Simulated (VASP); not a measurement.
Take LiBr (rock salt), against free atoms with fixed spin and no zero-point term, in VASP with PAW potentials, and its cohesive energy.

Question: One run gives 3.04 eV/atom. Which level is it?
A. LDA
B. PBEsol
C. PBE

Answer: C, PBE.  The others give 3.22 (PBEsol), 3.49 (LDA).

Only levels that ran to the end are used. Left out are those held back, those with too coarse a band path, GW runs whose mesh misses a band edge, hybrids' fits of cells that aren't cubic and levels without matching references; a question may draw on a part of the rest.
